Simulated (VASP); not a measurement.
# LiCaF3 (R-3m) in VASP: notebook

Runs on LiCaF3. Level: PBE. Tasks: single point.

Program: VASP 6.6.1. These are calculated values, not measurements. Logs are shortened: lines on timing, memory, paths and dates and some standing lists are left out, and cuts for length are marked.

### Step 1. Starting point

The structure is trigonal, space group R-3m (No. 166). The conventional cell has a = 4.222 Å, b = 4.222 Å, c = 10.341 Å, α = 90.00°, β = 90.00°, γ = 120.00°. Around Li (site symmetry -3m) lie 6 F at 2.11 Å. Ca (site symmetry -3m) has 6 F at 2.11 Å as nearest neighbours. F (site symmetry 2/m) has 2 Ca at 2.11 Å and 4 F at 2.11 Å and 2 Li at 2.11 Å as nearest neighbours.

The cell comes from a database or a generator and needn't be the stable form of this composition.

### Step 2. Single point, PBE

File INCAR:

```
PREC     = Accurate       # precision mode
ENCUT    = 520            # plane-wave cutoff, eV
EDIFF    = 1E-6           # SCF threshold, eV
ISMEAR   = 0              # smearing method
SIGMA    = 0.05           # smearing width, eV
LREAL    = F              # projectors in reciprocal space
LASPH    = T              # aspherical terms in the spheres
NELM     = 100            # most SCF steps
ALGO     = Normal         # electronic algorithm
ISIF     = 2              # what is computed and relaxed
LWAVE    = F              # write WAVECAR
LCHARG   = T              # write CHGCAR
GGA      = PE             # functional
LELF     = T              # ELF
LVHAR    = T            
NBANDS   = 25             # bands
```

File KPOINTS:

```
Automatic mesh
0
Gamma
  8 8 8
```

File POSCAR:

```
LiCaF3
1.0
    3.9804017882      0.9951004471      0.9951004471
    0.9951004471      3.9804017882      0.9951004471
    0.9951004471      0.9951004471      3.9804017882
Li Ca F
1 1 3
Direct
    0.5000000000      0.5000000000      0.5000000000
    0.0000000000      0.0000000000      0.0000000000
    0.0000000000      0.5000000000      0.5000000000
    0.5000000000      0.5000000000      0.0000000000
    0.5000000000      0.0000000000      0.5000000000
```

Potentials or basis: VASP PAW PBE potentials, release 64 (Li_sv, Ca_sv, F).

Launch:

```sh
> cat potpaw_PBE.64/Li_sv/POTCAR potpaw_PBE.64/Ca_sv/POTCAR potpaw_PBE.64/F/POTCAR > POTCAR
> mpirun -np 1 vasp_std > vasp.out
```

OUTCAR:

```text
PREC = Accurate
   ENCUT = 520
   EDIFF = 1E-6
   ISMEAR = 0
   LREAL = F
   LASPH = T
   NELM = 100
   ISIF = 2
   GGA = PE

 ion  position               nearest neighbor table
   1  0.500  0.500  0.500-   4 2.11   4 2.11   5 2.11   3 2.11   5 2.11   3 2.11
   2  0.000  0.000  0.000-   3 2.11   5 2.11   3 2.11   4 2.11   4 2.11   5 2.11
   3  0.000  0.500  0.500-   2 2.11   2 2.11   1 2.11   1 2.11
   4  0.500  0.500  0.000-   2 2.11   2 2.11   1 2.11   1 2.11
   5  0.500  0.000  0.500-   2 2.11   2 2.11   1 2.11   1 2.11

  LATTYP: Found a face centered cubic cell.
 ALAT       =     5.9706026823

  Lattice vectors:

 A1 = (   3.9804017882,   0.9951004471,   0.9951004471)
 A2 = (   0.9951004471,   3.9804017882,   0.9951004471)
 A3 = (   0.9951004471,   0.9951004471,   3.9804017882)

Analysis of symmetry for initial positions (statically):
=====================================================================
 Subroutine PRICEL returns:
 Original cell was already a primitive cell.

 Routine SETGRP: Setting up the symmetry group for a
 face centered cubic supercell.

 Subroutine GETGRP returns: Found 12 space group operations
 (whereof 12 operations were pure point group operations)
 out of a pool of 48 trial point group operations.

The static configuration has the point symmetry D_3d.

Analysis of symmetry for dynamics (positions and initial velocities):
=====================================================================
 Subroutine PRICEL returns:
 Original cell was already a primitive cell.

 Routine SETGRP: Setting up the symmetry group for a
 face centered cubic supercell.

 Subroutine GETGRP returns: Found 12 space group operations
 (whereof 12 operations were pure point group operations)
 out of a pool of 48 trial point group operations.

The dynamic configuration has the point symmetry D_3d.

 Subroutine INISYM returns: Found 12 space group operations
 (whereof 12 operations are pure point group operations),
 and found     1 'primitive' translations

----------------------------------------------------------------------------------------

                                     Primitive cell

  volume of cell :      53.2102

  direct lattice vectors                    reciprocal lattice vectors
     3.980401788  0.995100447  0.995100447     0.279145466 -0.055829093 -0.055829093
     0.995100447  3.980401788  0.995100447    -0.055829093  0.279145466 -0.055829093
     0.995100447  0.995100447  3.980401788    -0.055829093 -0.055829093  0.279145466
[... 87 lines left out ...]
   LASPH  =      T    aspherical Exc in radial PAW
   ENCUT  =  520.0 eV  38.22 Ry    6.18 a.u.   7.85  7.85  7.85*2*pi/ulx,y,z
   NELM   =    100;   NELMIN=  2; NELMDL= -5     # of ELM steps
   EDIFF  = 0.1E-05   stopping-criterion for ELM
   LREAL  =      F    real-space projection
   EDIFFG = 0.1E-04   stopping-criterion for IOM
   NSW    =      0    number of steps for IOM
   IBRION =     -1    ionic relax: 0-MD 1-quasi-New 2-CG
   NFREE  =      0    steps in history (QN), initial steepest desc. (CG)
   ISIF   =      2    stress and relaxation
   ISYM   =      2    0-nonsym 1-usesym 2-fastsym
   POTIM  = 0.5000    time-step for ionic-motion
   TEBEG  =    0.0;   TEEND  =   0.0 temperature during run
   PSTRESS=    0.0 pullay stress
   NELECT =      34.0000    total number of electrons
   NUPDOWN=      -1.0000    fix difference up-down
   EMIN   =  10.00;   EMAX   =-10.00  energy-range for DOS
   EFERMI =   0.00;   METHOD = LEGACY
   ISMEAR =     0;   SIGMA  =   0.05  broadening in eV -4-tet -1-fermi 0-gaus
   EFERMI_NEDOS =   21; number of points for ismear=-14 and -15
   IALGO  =     38    algorithm
   IMIX   =      4    mixing-type and parameters
     AMIX     =   0.40;   BMIX     =  1.00
     AMIX_MAG =   1.60;   BMIX_MAG =  1.00
  volume/ion in A,a.u.               =      10.64        71.82
  Fermi-wavevector in a.u.,A,eV,Ry     =   1.410056  2.664619 27.051883  1.988257
  Thomas-Fermi vector in A             =   2.532049
   LORBIT       =      0    0 simple, 1 ext, 2 COOP (PROOUT), +10 PAW based schemes
   GGA     = PE    functional components
   LHFCALC =     F    Hartree Fock is set to
   AEXX    =    0.0000 exact exchange contribution
   IVDW    =     0    specifies the selected vdW correction
   LEPSILON=     F    determine dielectric tensor
   LRPA    =     F    only Hartree local field effects (RPA)
 non-spin polarized calculation
 Gauss-broadening in eV      SIGMA  =   0.05
  energy-cutoff  :      520.00
  volume of cell :       53.21
 maximum number of plane-waves:      1459
   NGX = 15   NGY = 15   NGZ = 15

 number of electron      34.0000040 magnetization

 Free energy of the ion-electron system (eV)
  ---------------------------------------------------
  ext. energy  EPLUGINS =         0.00000000
  ---------------------------------------------------
  free energy    TOTEN  =       -20.46231007 eV

  energy without entropy =      -20.46231007  energy(sigma->0) =      -20.46231007

 E-fermi :   3.4420     XC(G=0):  -9.8891

 val. band max:        3.2159511557   @ k =   0.5000   0.5000   0.5000
 cond. band min:       4.3477881614   @ k =   0.0000   0.0000   0.0000
 fundamental gap:      1.1318370057
 Fermi energy:         3.4420099104

 k-point     1 :       0.0000    0.0000    0.0000
  band No.  band energies     occupation
      1     -42.6473      2.00000
      2     -35.5222      2.00000
      3     -20.4480      2.00000
      4     -18.3527      2.00000
      5     -18.3527      2.00000
      6     -16.8920      2.00000
[... 661 lines left out ...]
     24      13.0362      0.00000
     25      14.8190      0.00000

 [... further k-points ...]
[... 5 lines left out ...]
  --------------------------------------------------------------------------------------
  -------------------------------------------------------------------------------------
  Total       13.8546935     13.8546935     13.8546935    -10.0454031    -10.0454031    -10.0454031
  in kB      417.1699157    417.1699157    417.1699157   -302.4707794   -302.4707794   -302.4707794
  external PRESSURE =     417.1699157 kB  Pullay stress =       0.0000000 kB

 VOLUME and BASIS-vectors are now :
 -----------------------------------------------------------------------------
  energy-cutoff  :      520.00
  volume of cell :       53.21
      direct lattice vectors                 reciprocal lattice vectors
     3.980401788  0.995100447  0.995100447     0.279145466 -0.055829093 -0.055829093
     0.995100447  3.980401788  0.995100447    -0.055829093  0.279145466 -0.055829093
     0.995100447  0.995100447  3.980401788    -0.055829093 -0.055829093  0.279145466

 POSITION                                       TOTAL-FORCE (eV/Angst)
 -----------------------------------------------------------------------------------
      2.98530      2.98530      2.98530        -0.000000      0.000000     -0.000000
      0.00000      0.00000      0.00000        -0.000000      0.000000     -0.000000
      0.99510      2.48775      2.48775         0.000000     -0.000000      0.000000
      2.48775      2.48775      0.99510        -0.000000      0.000000      0.000000
      2.48775      0.99510      2.48775         0.000000     -0.000000     -0.000000
 -----------------------------------------------------------------------------------
    total drift:                               -0.000000     -0.000000     -0.000000

  FREE ENERGIE OF THE ION-ELECTRON SYSTEM (eV)
  ---------------------------------------------------
  free  energy   TOTEN  =       -20.4623100676 eV

  energy  without entropy=      -20.4623100676  energy(sigma->0) =      -20.46231007
```

It took 2 min on 1 thread of AMD EPYC 7R43 (Zen 3), shared host; peak memory 0.18 GiB.

What came out:

| Item | Value |
| --- | --- |
| Free energy | -20.4623 eV |
| Band gap on the k mesh | 1.13 eV, indirect (least direct gap 1.14 eV) |

Caveat: the cutoff is under 1.25 times the usual one of these potentials, so pressure, stress and relaxed cells hold a basis-set (Pulay) error; a pressure of tens of GPa on the cell as given is suspect, and the run, the potentials or the cell itself is likely at fault. As with any semilocal functional, this PBE gap is likely too small.

### Step 3. Single point, PBE

This run uses another cell than the first one, of the same volume but with other edges.

File INCAR:

```
PREC = Accurate
ENCUT = 520
EDIFF = 1E-6
ISMEAR = 0
SIGMA = 0.05
LREAL = False
LASPH = True
NELM = 100
ALGO = Fast
ISIF = 2
LWAVE = False
LCHARG = False
GGA = PE
NBANDS = 25
```

File KPOINTS:

```
regular mesh
0
Gamma
  8 8 8
```

Changes to POSCAR since step 2:

```diff
@@ -2,5 +2,5 @@
 1.0
-    3.9804017882      0.9951004471      0.9951004471
-    0.9951004471      3.9804017882      0.9951004471
-    0.9951004471      0.9951004471      3.9804017882
+    3.8126323455      0.4584103407      0.4584103407
+    0.4584103407      3.8126323455      0.4584103407
+    0.4584103407      0.4584103407      3.8126323455
 Li Ca F
```

Potentials or basis: VASP PAW PBE potentials, release 64 (Li_sv, Ca_sv, F).

Launch:

```sh
> cat potpaw_PBE.64/Li_sv/POTCAR potpaw_PBE.64/Ca_sv/POTCAR potpaw_PBE.64/F/POTCAR > POTCAR
> mpirun -np 1 vasp_std > vasp.out
```

It took 8.2 min on 1 thread of AMD EPYC 7R43 (Zen 3), shared host; peak memory 0.18 GiB.

It converged, with:

```yaml
Free_energy: -24.9350 eV
Band_gap_on_the_k_mesh: 4.80 eV, indirect (least direct gap 4.85 eV)
```

Levels at points of the mesh, in eV from the valence-band top:
```tsv
k point	band 13	band 14	band 15	band 16	band 17	band 18	band 19	band 20	band 21	band 22
(0.00, 0.00, 0.00)	-2.27	-2.27	-1.14	-0.05	-0.05	4.80	5.61	5.61	7.58	7.58
(0.50, 0.00, 0.00)	-2.44	-2.42	-2.21	-1.82	-0.27	6.17	6.29	7.83	8.01	8.81
(0.50, 0.50, 0.00)	-2.46	-2.33	-1.99	-1.65	-0.18	6.79	7.27	7.55	8.34	9.04
(0.50, 0.50, 0.50)	-1.71	-1.71	-0.97	0.00	0.00	6.46	6.46	7.05	7.95	7.95
```

Caveat: the cutoff is under 1.25 times the usual one of these potentials, so pressure, stress and relaxed cells hold a basis-set (Pulay) error.
